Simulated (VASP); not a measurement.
# In2Ni3S2 with PBEsol + U: from relaxation to properties, part 2 of 2

How well does PBEsol + U reproduce what experiment finds for In2Ni3S2? The cell is relaxed first, and properties follow on it. The start is a computed cell from the Materials Project.

VASP 6.6.1; PBEsol, DFT+U (Ni d 4 eV), spin-polarised from a ferromagnetic start; plane waves and PAW (In_d, Ni, S).

So far. Step 4 (Density, ELF and potential (PBEsol + U)): In this run the pressure is -0.06 GPa, small enough to go on. Step 5 (Bands along the symmetry lines (PBEsol + U)): There is no gap at this level. The relaxed cell has a = 5.255, c = 13.360 Å (conventional setting).

### Step 6. Density of states (PBEsol + U)

A density of states needs more k-points than a total energy; ISMEAR = -5 takes tetrahedra, and LORBIT projects the states on the PAW spheres. The mesh is finer than in the run before.

The input, INCAR:

```
SYSTEM = In2Ni3S2
PREC = Accurate
ENCUT = 400
EDIFF = 1E-06
NELM = 100
ISMEAR = -5
SIGMA = 0.05
LREAL = .FALSE.
ALGO = Normal
GGA = PS
NBANDS = 58
ISPIN = 2
MAGMOM = 0 0 1 1 1 0 0
LDAU = .TRUE.
LDAUTYPE = 2
LDAUL = -1 2 -1
LDAUU = 0 4 0
LDAUJ = 0 0 0
LDAUPRINT = 1
LASPH = .TRUE.
LMAXMIX = 4
LORBIT = 11
LWAVE = .FALSE.
LCHARG = .FALSE.
KPAR = 4
NEDOS = 2001
```

The input, POSCAR:

```
In2Ni3S2
1.0
    2.6273708300      1.5169132559      4.4533147598
   -2.6273708300      1.5169132559      4.4533147598
    0.0000000000     -3.0338265120      4.4533147598
In Ni S
2 3 2
Direct
    0.5000000000      0.5000000000      0.5000000000
    0.0000000000      0.0000000000      0.0000000000
    0.5000000000      0.0000000000      0.0000000000
    0.0000000000      0.5000000000      0.0000000000
    0.0000000000      0.0000000000      0.5000000000
    0.7229644029      0.7229644029      0.7229644029
    0.2770355971      0.2770355971      0.2770355971
```

The input, KPOINTS:

```
Automatic mesh
0
Gamma
7 7 7
0 0 0
```

Potentials, in the order of the species: In_d, Ni and S (PBE family, release 64).

On the command line:

```bash
$ mpirun -np 4 vasp_std
```

Wall time 72 s (4 MPI ranks of Intel Xeon Platinum 8488C (Sapphire Rapids), shared host); peak memory 1.6 GiB.

With tetrahedra the forces and stress of a metal are not exact derivatives of the energy.

Numbers from this step:

- electronic steps: 16
- irreducible k points: 44
- free energy (TOTEN): -29.59 eV
- Fermi energy: 8.839 eV
- pressure: -0.1399 GPa
- DOS at the Fermi level: 1.645 states/eV/cell

The density of states has structure finer than the step of the table below, so its rows give means over 0.5 eV, whole bins alone (the curve runs from -12.0 to 6.66 eV). Peaks (eV: height): total -3.33: 18.4, -2.38: 16.4, -2.25: 22.0, -1.91: 16.1; Ni d -3.33: 14.5, -2.38: 14.5, -2.25: 19.8, -1.91: 12.7; S p -6.05: 1.21, -4.69: 1.35, -3.95: 2.16, -1.91: 1.22; In p -3.33: 0.736, 3.13: 0.722, 4.21: 1.10, 5.03: 1.2; Ni p -4.62: 0.395, -4.29: 0.408, -3.95: 0.65, -1.91: 0.364.

States under -12.0 eV and over 6.7 eV are left out; both spin channels agree and are summed. The density of states by energy, zero at the Fermi level; means over each step; values in states/eV/cell:

```csv
energy (eV),total,Ni d,S p,In p,Ni p,In s,Ni s
-8.5,0,0,0,0,0,0,0
-8.0,1.13,0.0350,0.160,0.00933,0.0554,0.282,0.130
-7.5,3.42,0.302,0.442,0.0402,0.159,0.867,0.293
-7.0,2.58,0.298,0.473,0.0649,0.131,0.436,0.225
-6.5,1.96,0.368,0.479,0.0753,0.0647,0.0868,0.193
-6.0,3.16,0.752,0.831,0.113,0.104,0.0378,0.270
-5.5,3.13,0.884,0.674,0.0928,0.122,0.235,0.209
-5.0,4.25,1.54,0.776,0.0737,0.185,0.433,0.159
-4.5,6.07,2.47,1.13,0.137,0.362,0.374,0.149
-4.0,6.17,2.77,1.31,0.130,0.412,0.179,0.0654
-3.5,7.22,5.16,0.382,0.342,0.156,0.0949,0.103
-3.0,10.5,8.08,0.244,0.475,0.214,0.0405,0.117
-2.5,11.3,9.36,0.263,0.258,0.185,0.0629,0.0753
-2.0,12.1,9.98,0.673,0.127,0.217,0.0328,0.0483
-1.5,7.25,5.28,0.628,0.104,0.241,0.0876,0.0463
-1.0,3.77,2.16,0.478,0.143,0.216,0.109,0.0435
-0.5,2.82,1.70,0.239,0.128,0.116,0.123,0.0553
0.0,1.89,0.995,0.205,0.0796,0.0627,0.128,0.0400
0.5,2.78,1.13,0.363,0.165,0.120,0.311,0.0677
1.0,1.75,0.644,0.236,0.124,0.0865,0.191,0.0342
1.5,1.68,0.530,0.178,0.201,0.127,0.109,0.0210
2.0,2.96,0.858,0.320,0.429,0.188,0.0863,0.0574
2.5,2.48,0.661,0.303,0.380,0.143,0.0793,0.0655
3.0,3.13,0.669,0.359,0.602,0.193,0.101,0.0832
3.5,1.54,0.244,0.149,0.346,0.0762,0.0728,0.0517
4.0,2.98,0.458,0.342,0.665,0.123,0.0795,0.115
4.5,3.23,0.484,0.309,0.708,0.140,0.0700,0.220
5.0,3.81,0.504,0.333,1.09,0.169,0.0653,0.160
5.5,1.97,0.216,0.117,0.428,0.0961,0.0278,0.227
6.0,2.52,0.194,0.114,0.244,0.158,0.0506,0.490
```

The finer mesh and the other smearing move the Fermi level by -0.12 eV from the 5×5×5 run, one measure of the sampling error in the zero of the bands above. Of the states within 0.3 eV of the Fermi level, the largest shares in the PAW spheres are Ni d 53 %, S p 11 % and In s 7 %. The rest lies in smaller channels or between the spheres.

### Step 7. Zone-centre phonons (PBEsol + U)

Zone-centre modes test whether the atoms sit at a minimum within this cell. IBRION = 6 takes the force constants from differences of forces between displaced cells, so the forces must be tight.

Edit INCAR of step 6 so:

```diff
@@ -3,6 +3,6 @@
 ENCUT = 400
-EDIFF = 1E-06
+EDIFF = 1E-08
 NELM = 100
-ISMEAR = -5
-SIGMA = 0.05
+ISMEAR = 1
+SIGMA = 0.2
 LREAL = .FALSE.
@@ -10,3 +10,3 @@
 GGA = PS
-NBANDS = 58
+NBANDS = 47
 ISPIN = 2
@@ -25,2 +25,6 @@
 KPAR = 4
-NEDOS = 2001
+IBRION = 6
+NFREE = 2
+POTIM = 0.015
+ISIF = 2
+NSW = 1
```

POSCAR is that of step 6.

KPOINTS is that of step 6.

On the command line:

```bash
$ mpirun -np 4 vasp_std
```

Run time: 26 min. Hardware: 4 MPI ranks; peak memory 5.6 GiB.

The magnetic state follows from one typed start and may not be the lowest. The last energy, forces, stress and levels in OUTCAR belong to the last displaced cell, not to the cell of POSCAR.

This step gave:

| Property | Result |
| --- | --- |
| bands | 47 |
| pressure of the cell | -0.1962 GPa |
| largest force of the cell | 0.03518 eV/Å |

Modes at Γ, with each element's share of the kinetic energy:

```csv
mode,frequency (cm⁻¹),symmetry,In %,Ni %,S %
1,-0.2,acoustic,49,38,14
2,-0.1,acoustic,49,37,14
3,-0.1,acoustic,49,37,14
4,56.6,A2u,84,13,3
5,85.3,Eu,85,13,2
6,85.3,Eu,85,13,2
7,132.2,Eu,36,32,32
8,132.2,Eu,36,32,32
9,144.3,Eu,10,89,1
10,144.3,Eu,10,89,1
11,154.6,A2u,61,22,17
12,155.7,A1u,0,100,0
13,228.0,Eu,20,76,4
14,228.0,Eu,20,76,4
15,238.6,A2u,7,81,12
16,301.9,Eg,0,0,100
17,301.9,Eg,0,0,100
18,370.9,Eu,0,53,47
19,370.9,Eu,0,53,47
20,397.9,A1g,0,0,100
21,411.4,A2u,0,46,54
```

Displacements in mode 4 (56.6 cm⁻¹), the largest set to 1:
```
In1  0.00  0.00  1.00
In2  0.00  0.00 -0.34
Ni3 -0.05 -0.03 -0.34
Ni4  0.05 -0.03 -0.34
Ni5  0.00  0.05 -0.34
S6   0.00  0.00 -0.25
S7   0.00  0.00 -0.25
```

Displacements in mode 18 (370.9 cm⁻¹), the largest set to 1:
```
In1  0.00  0.02  0.00
In2  0.00  0.02  0.00
Ni3  0.32  0.15 -0.28
Ni4 -0.32  0.15 -0.28
Ni5  0.00  0.71  0.55
S6   0.00 -1.00  0.00
S7   0.00 -1.00  0.00
```

The three acoustic modes lie within 0.2 cm⁻¹ of zero, and all others are real. By the characters of their eigenvectors the optical modes sort into (cm⁻¹) Raman active: Eg 302, A1g 398; infrared active: A2u 57, Eu 85, Eu 132, Eu 144, A2u 155, Eu 228, A2u 239, Eu 371, A2u 411; silent: A1u 156. With a centre of inversion no mode is active in both.

### Step 8. Independent-particle dielectric function (PBEsol + U)

LOPTICS sums transitions from filled to empty bands. NBANDS is raised for it.

The input, INCAR:

```
SYSTEM = In2Ni3S2
PREC = Accurate
ENCUT = 400
EDIFF = 1E-06
NELM = 100
ISMEAR = 0
SIGMA = 0.05
LREAL = .FALSE.
ALGO = Normal
GGA = PS
NBANDS = 90
ISPIN = 2
MAGMOM = 0 0 1 1 1 0 0
LDAU = .TRUE.
LDAUTYPE = 2
LDAUL = -1 2 -1
LDAUU = 0 4 0
LDAUJ = 0 0 0
LDAUPRINT = 1
LASPH = .TRUE.
LMAXMIX = 4
LORBIT = 11
LWAVE = .FALSE.
LCHARG = .FALSE.
KPAR = 4
LOPTICS = .TRUE.
NEDOS = 1500
CSHIFT = 0.1
```

POSCAR is that of step 7.

KPOINTS is that of step 7.

On the command line:

```bash
$ mpirun -np 4 vasp_std
```

Wall time 2 min (4 MPI ranks); peak memory 3.7 GiB; 7.9 min of CPU time.

These are independent-particle spectra without excitons or local fields, and fine structure depends on the mesh and on CSHIFT. The intraband (Drude) part is not in this spectrum.

This step gave:

```
bands                   : 90
energy at zero smearing : -29.59 eV
Fermi energy            : 8.819 eV
pressure                : -0.1976 GPa
```

The imaginary dielectric function has structure finer than the step of the table below, so its rows give means over 1 eV, whole bins alone (the curve runs from 0 to 25.0 eV). Peaks (eV: height): xx 0.6: 58.9; zz 0.5: 21.8, 3.5: 15.7, 6.7: 10.9.

The imaginary dielectric function by photon energy; means over each step:

```csv
photon energy (eV),xx,zz
1,24.4,9.61
2,10.9,8.02
3,9.64,10.5
4,9.16,13.0
5,5.87,8.46
6,6.23,9.29
7,5.60,8.11
8,3.97,4.47
9,3.26,2.91
10,2.73,2.56
11,2.31,2.13
12,1.90,1.66
13,1.55,1.27
14,1.47,1.23
15,1.24,1.16
16,1.04,1.03
17,0.997,0.909
18,0.928,0.823
19,0.842,0.806
20,0.753,0.670
21,0.611,0.528
22,0.493,0.439
23,0.429,0.382
24,0.361,0.350
```

Real dielectric function against photon energy:

```csv
photon energy (eV),xx,zz
0.0,68.6,32.9
0.5,32.4,19.7
1.0,-1.13,12.1
1.5,6.79,11.8
2.0,8.04,13.6
2.5,5.80,10.3
3.0,3.41,10.8
3.5,4.17,9.21
4.0,1.34,2.79
4.5,0.143,0.380
5.0,0.629,1.77
5.5,1.83,2.72
6.0,1.48,1.67
6.5,0.686,0.0140
7.0,-0.751,-3.67
7.5,-1.02,-3.40
8.0,-0.617,-2.87
8.5,-0.740,-2.43
9.0,-0.696,-1.50
9.5,-0.578,-1.27
10.0,-0.547,-1.24
10.5,-0.399,-0.988
11.0,-0.718,-1.14
11.5,-0.441,-0.982
12.0,-0.702,-1.06
12.5,-0.421,-0.756
13.0,-0.229,-0.600
13.5,-0.196,-0.400
14.0,-0.187,-0.199
14.5,-0.216,-0.224
15.0,-0.244,-0.164
15.5,-0.129,-0.252
16.0,-0.0172,-0.103
16.5,0.0157,-0.150
17.0,0.124,-0.0305
17.5,0.0979,0.00319
18.0,0.0321,-0.0181
18.5,0.0971,0.0894
19.0,0.123,0.120
19.5,0.109,0.00932
20.0,0.0630,-0.0546
20.5,0.1000,0.0700
21.0,0.134,0.149
21.5,0.133,0.124
22.0,0.217,0.200
22.5,0.245,0.227
23.0,0.259,0.269
23.5,0.301,0.322
24.0,0.368,0.381
24.5,0.398,0.372
```

### Step 9. Results

```yaml
relaxed_volume: 15.21 Å³/atom
relaxed_conventional_cell_a_b_c: 5.255, 5.255, 13.360 Å; angles 90.0, 90.0, 120.0°
space_group_after_relaxing_within_0p02_a: R-3m (No. 166)
moment_of_the_cell_7x7x7_mesh: 0 μB
band_gap: none, a metal
dos_at_the_fermi_level: 1.64 states/eV/cell
highest_zone_centre_mode: 411 cm⁻¹
```

**Reading.** With PBEsol + U, In2Ni3S2 relaxes to 15.21 Å³/atom in space group R-3m, comes out as a metal and loses the moments it was started with. Bands along the symmetry lines (PBEsol + U): Of the bands kept, 3 cross the Fermi level on this path. Zone-centre phonons (PBEsol + U): The highest mode in this list at Γ, 411.4 cm⁻¹, has its largest share on S (54 % of the kinetic energy). Spin-orbit coupling is left out, and with elements this heavy it would split and shift bands near the Fermi level. The k-sampling is coarse for a metal, so the Fermi level, moments, pressures and the shape of the cell carry errors. Only the typed magnetic starts were tried, so the magnetic ground state may differ and with it the other results. Modes at Γ alone can't show that the crystal is stable at other wave vectors. No search among competing phases was made, and a listed structure need not be the one stable at ambient conditions. All values are for a static lattice at zero temperature.

Computed beside measured:

```
              quantity  measured    PBEsol, DFT+U
lattice constant a (Å)      5.37   5.255 (-2.1 %)
lattice constant c (Å)     13.53  13.360 (-1.3 %)
```

Measured values from arxiv:2402.10096 (2024).

How well it matches: The lattice constant a is off by -2.1 %. The lattice constant c is off by -1.3 %. The magnetic state of these runs (no moments) need not be that of the sample, so the match is not graded. For lattice constants the calculation has a static lattice, without zero-point motion or thermal expansion (measured at up to 300 K).

[Lines on the potential files, build, host, timing and source positions are cut from VASP's logs without a mark.]

[Logs are printed without paths, hosts, clocks, repeated set-up lines and the standing remarks that a program may print on its own settings, such as how far it seeks lower states.]

[Hosts, paths, dates, database ids (printed as entryN), source tags and the programs' standing remarks are cut or masked in the printed files.]

[A measured line is paired with the nearest computed mode of its activity, which favours agreement.]
